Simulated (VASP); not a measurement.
Output of a VASP run:

### OSZICAR
```
       N       E                     dE             d eps       ncg     rms          rms(c)
DAV:   1     0.116158613626E+03    0.11616E+03   -0.83533E+03  1060   0.160E+03
DAV:   2    -0.320370583472E-02   -0.11616E+03   -0.10815E+03  1139   0.375E+02
DAV:   3    -0.563541313379E+01   -0.56322E+01   -0.56161E+01  1190   0.845E+01
DAV:   4    -0.568589277487E+01   -0.50480E-01   -0.50474E-01  1124   0.872E+00
DAV:   5    -0.568643041944E+01   -0.53764E-03   -0.53764E-03  1178   0.906E-01    0.568E+00
DAV:   6    -0.472749449524E+01    0.95894E+00   -0.40504E+00  1260   0.203E+01    0.178E+00
DAV:   7    -0.471279978166E+01    0.14695E-01   -0.31603E-02  1046   0.263E+00    0.102E+00
DAV:   8    -0.470816906864E+01    0.46307E-02   -0.23656E-02  1040   0.387E+00    0.112E-01
DAV:   9    -0.470865548386E+01   -0.48642E-03   -0.28893E-03  1193   0.604E-01    0.748E-02
DAV:  10    -0.470859821592E+01    0.57268E-04   -0.38542E-04  1055   0.310E-01    0.980E-03
DAV:  11    -0.470860020976E+01   -0.19938E-05   -0.10902E-05  1130   0.498E-02    0.157E-03
DAV:  12    -0.470860046602E+01   -0.25626E-06   -0.53437E-07  1109   0.101E-02    0.104E-03
DAV:  13    -0.470860050634E+01   -0.40320E-07   -0.14902E-07  1115   0.672E-03
   1 F= -.47086005E+01 E0= -.47086005E+01  d E =-.119193E-12
```

### OUTCAR
```
------------------------ aborting loop because EDIFF is reached ----------------------------------------
  FORCE on cell =-STRESS in cart. coord.  units (eV):
  Direction    XX          YY          ZZ          XY          YZ          ZX
  --------------------------------------------------------------------------------------
  Total        0.5290537      0.5290537      0.5290537      0.0000000      0.0000000      0.0000000
  in kB       36.4007258     36.4007258     36.4007258      0.0000000      0.0000000      0.0000000
  external PRESSURE =      36.4007258 kB  Pullay stress =       0.0000000 kB
  volume of cell :       23.29
      direct lattice vectors                 reciprocal lattice vectors
     0.000000000  2.266505450  2.266505450    -0.220603926  0.220603926  0.220603926
     2.266505450  0.000000000  2.266505450     0.220603926 -0.220603926  0.220603926
     2.266505450  2.266505450  0.000000000     0.220603926  0.220603926 -0.220603926
  FREE ENERGIE OF THE ION-ELECTRON SYSTEM (eV)
  ---------------------------------------------------
  free  energy   TOTEN  =        -4.7086005063 eV

  energy  without entropy=       -4.7086005063  energy(sigma->0) =       -4.70860051
```
(Selected blocks of OUTCAR.)

### POSCAR
```
NaF
1
    0.0000000000     2.2665054497     2.2665054497
    2.2665054497     0.0000000000     2.2665054497
    2.2665054497     2.2665054497     0.0000000000
Na F
1 1
Direct
  1.0000000000   1.0000000000   0.0000000000
  0.5000000000   0.5000000000   0.5000000000
```

Problem. Write an INCAR and KPOINTS that could have produced this output.

Solution. One answer among several that fit: the input of the run itself, optB88-vdW, plane waves, VASP's PBE PAW potentials (set 64).

**INCAR**
```
# general
SYSTEM    =  NaF
PREC      =  Accurate
ENCUT     =  520
LREAL     =  .FALSE.   # projection in real space or not
LASPH     =  .TRUE.   # aspherical one-centre terms

# electronic loop
EDIFF     =  1E-7   # SCF stop (eV)
NELM      =  100   # most electronic steps
ALGO      =  Normal

# smearing
ISMEAR    =  0
SIGMA     =  0.05   # width (eV)

# functional
GGA       =  BO
LUSE_VDW  =  .TRUE.
AGGAC     =  0.0
PARAM1    =  0.1833333333
PARAM2    =  0.22

# ions
ISIF      =  2   # forces and stress, cell fixed

# output
LWAVE     =  .FALSE.
LCHARG    =  .FALSE.
```

KPOINTS:
```
Regular mesh
0
G
10 10 10
```

POTCAR, in this order: Na_pv F (PBE.64 set). Program: vasp_std.

The compound is NaF in the rock salt structure. This cell is one point of a volume scan, at 0.94 of the reference volume.
